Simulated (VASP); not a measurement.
The system is GaN.

```
CELL_PARAMETERS angstrom
0.00000 2.25350 2.25350
2.25350 0.00000 2.25350
2.25350 2.25350 0.00000
ATOMIC_POSITIONS crystal
Ga 0.00000 0.00000 0.00000
N 0.75000 0.75000 0.75000
```

The cell is a database's computed one.

Base run:

* Program: VASP 6.6.1
* Functional: LDA
* Potentials or basis: VASP PAW LDA potentials, release 64 (Ga_d, N)
* Cutoff: 520 eV
* k mesh: 10 × 10 × 10
* Occupations: gaussian, width 0.05 eV
* Spin: no spin polarisation

Its results: band gap on the k mesh 1.75 eV, direct; pressure -5.5 GPa.

**Question.** The run is repeated on the same cell with these changes: k mesh from 10 × 10 × 10 to 12 × 12 × 12, shifted; further incar settings from ALGO = Normal; EDIFF = 1e-06; NBANDS = 16 to ALGO = Fast; EDIFF = 1e-06; NBANDS = 16; ISYM = 0. What comes out?

**Answer.** Band gap on the k mesh 1.98 eV, direct; pressure -5.6 GPa.

A k mesh can miss the band edges.

Not every run made on this cell is shown here.
